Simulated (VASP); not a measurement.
# ZnAu: input slips in a relaxation and what they do, part 2 of 2

Aim: see how common mistakes in a VASP relaxation show up, on ZnAu. The starting structure is a measured crystal structure from the Crystallography Open Database. The first relaxation on each setting starts from this cell expanded by 3 % in volume.

VASP 6.6.1.

Results so far: reference 15.32 Å³ an atom; a loose electronic threshold 15.31 Å³ an atom; a leftover external pressure of 100 kbar 14.43 Å³ an atom.

**5. Relaxation with an ionic step far too long**

Level of this step: PBEsol; plane waves and PAW (Au, Zn) (VASP).

A slip made on purpose: an ionic step far too long. Against step 2 the input has IBRION = 1 and POTIM = 2 (also changed: NELM and NSW).

The input, INCAR:

```
SYSTEM = ZnAu
PREC = Accurate
ENCUT = 450
EDIFF = 1E-06
NELM = 60
ISMEAR = 1
SIGMA = 0.15
LREAL = .FALSE.
ALGO = Normal
GGA = PS
NBANDS = 17
LORBIT = 11
LWAVE = .FALSE.
LCHARG = .FALSE.
KPAR = 4
IBRION = 1
NSW = 30
ISIF = 3
EDIFFG = -0.006
POTIM = 2
```

The input, POSCAR:

```
ZnAu
1.0
    3.1781604424      0.0000000000      0.0000000000
    0.0000000000      3.1781604424      0.0000000000
    0.0000000000      0.0000000000      3.1781604424
Au Zn
1 1
Direct
    0.0000000000      0.0000000000      0.0000000000
    0.5000000000      0.5000000000      0.5000000000
```

The input, KPOINTS:

```
Automatic mesh
0
Gamma
14 14 14
0 0 0
```

Potentials, in the order of the species: Au and Zn (PBE family, release 64).

On the command line:

```console
> mpirun -np 4 vasp_std
```

The log of the run:

```text
[... set-up lines as in an earlier step ...]
 entering main loop
       N       E                     dE             d eps       ncg     rms          rms(c)
[... 11 cycles as in an earlier step ...]
   1 F= -.59213103E+01 E0= -.59209341E+01  d E =-.592131E+01
[...]
2 F= -.39619102E+01 E0= -.39617884E+01  d E =0.195940E+01
[...]
3 F= -.59449949E+01 E0= -.59445250E+01  d E =-.198308E+01
[...]
4 F= -.59486054E+01 E0= -.59481136E+01  d E =-.361049E-02
[...]
5 F= -.59492945E+01 E0= -.59487932E+01  d E =-.689150E-03
 BRION: g(F)=  0.153E-59 g(S)=  0.968E-05 retain N=  1 mean eig= 0.14
 eig:   0.136
 reached required accuracy - stopping structural energy minimisation
```

Run time: 39 s. Hardware: 4 MPI ranks of AMD EPYC 7R43, shared host; peak memory 0.64 GiB.

From OUTCAR (step 5):

```text
  Total       -0.0057823     -0.0057823     -0.0057823     -0.0000000      0.0000000      0.0000000
  in kB       -0.3022785     -0.3022785     -0.3022785     -0.0000000      0.0000000      0.0000000
  external PRESSURE =      -0.3022785 kB  Pullay stress =       0.0000000 kB

 POSITION                                       TOTAL-FORCE (eV/Angst)
 -----------------------------------------------------------------------------------
      0.00000      0.00000      0.00000        -0.000000     -0.000000      0.000000
      1.56472      1.56472      1.56472         0.000000      0.000000      0.000000
 -----------------------------------------------------------------------------------
    total drift:                                0.000000      0.000000     -0.000000

  FREE ENERGIE OF THE ION-ELECTRON SYSTEM (eV)
  ---------------------------------------------------
  free  energy   TOTEN  =        -5.9492945436 eV

  energy  without entropy=       -5.9477903756  energy(sigma->0) =       -5.94879315

[... 2 parts as in an earlier step ...]

[... 2 further parts left out ...]
[key lines of the parts left out:]
E-fermi :   7.1027
```

With an ionic step far too long the cell ends at 15.324 Å³ an atom, +0.04 % from the reference.

**6. Relaxation with a functional's name that the tag doesn't take**

A slip made on purpose: a functional's name that the tag doesn't take. Against step 2 the input has GGA = PBESOL (also changed: NELM).

INCAR: that of step 5 with these lines changed.

```diff
@@ -9,3 +9,3 @@
 ALGO = Normal
-GGA = PS
+GGA = PBESOL
 NBANDS = 17
@@ -15,6 +15,5 @@
 KPAR = 4
-IBRION = 1
-NSW = 30
+IBRION = 2
+NSW = 50
 ISIF = 3
 EDIFFG = -0.006
-POTIM = 2
```

POSCAR is that of step 5.

KPOINTS is that of step 5.

On the command line:

```console
> mpirun -np 4 vasp_std
```

The log of the run:

```text
[banner, memory and clock lines left out]
running    4 mpi-ranks, on    1 nodes
[...]
|                                                                             |
|     EEEEEEE  RRRRRR   RRRRRR   OOOOOOO  RRRRRR      ###     ###     ###     |
|     E        R     R  R     R  O     O  R     R     ###     ###     ###     |
|     E        R     R  R     R  O     O  R     R     ###     ###     ###     |
|     EEEEE    RRRRRR   RRRRRR   O     O  RRRRRR       #       #       #      |
|     E        R   R    R   R    O     O  R   R                               |
|     E        R    R   R    R   O     O  R    R      ###     ###     ###     |
|     EEEEEEE  R     R  R     R  OOOOOOO  R     R     ###     ###     ###     |
|                                                                             |
|     Error: One of the selected functionals does not exist.                  |
|                                                                             |
|       ---->  I REFUSE TO CONTINUE WITH THIS SICK JOB ... BYE!!! <----       |
|                                                                             |

1
1
1
1
```

Elapsed: 3.8 s, on 4 MPI ranks.

VASP stopped with this message: “Error: One of the selected functionals does not exist”.

**7. All runs side by side**

| run | ended | volume (Å³/atom) | change (%) | bulk modulus (GPa) | pressure left (GPa) | core minutes |
| --- | --- | --- | --- | --- | --- | --- |
| reference | converged | 15.318 | - | 142.6 | 0.02 | 4.2 |
| a loose electronic threshold | converged | 15.305 | -0.09 | - | -0.03 | 2.67 |
| a leftover external pressure of 100 kbar | converged | 14.435 | -5.77 | - | 9.98 | 2.8 |
| an ionic step far too long | converged | 15.324 | 0.04 | - | -0.03 | 2.6 |
| a functional's name that the tag doesn't take | stopped by VASP | - | - | - | - | 0.253 |

Core minutes are wall time times ranks, summed over the relaxations behind a row (those for a bulk modulus apart), on shared hosts.

**8. Summary of results**

| Property | Result |
| --- | --- |
| volume of the reference | 15.32 Å³/atom |
| volume against the reference, a loose electronic threshold | -0.09 % |
| volume against the reference, a leftover external pressure of 100 kbar | -5.77 % |
| volume against the reference, an ionic step far too long | +0.04 % |
| run with a functional's name that the tag doesn't take | stopped by VASP |

VASP stopped by itself in the run with a functional's name that the tag doesn't take. Finished, but with signs in the output that stand out against the reference: a leftover external pressure of 100 kbar, with the volume changed by -5.8 % (signs: the Pulay stress that OUTCAR prints, which here is the typed pressure); an ionic step far too long, with the volume changed by less than 0.1 % (signs: an energy that rises by up to 1.0 eV an atom on the way). Little came of a loose electronic threshold in this material. The reference was restarted once and the runs with a slip weren't, so their cells may not have settled fully. Further runs on this material are not shown.

[Lines on the potential files, build, host, timing and source positions are cut from VASP's logs without a mark.]

[Logs are printed without paths, hosts, clocks, repeated set-up lines and the standing remarks that a program may print on its own settings, such as how far it seeks lower states.]

[Hosts, paths, dates, database ids (printed as entryN), source tags and the programs' standing remarks are cut or masked in the printed files.]
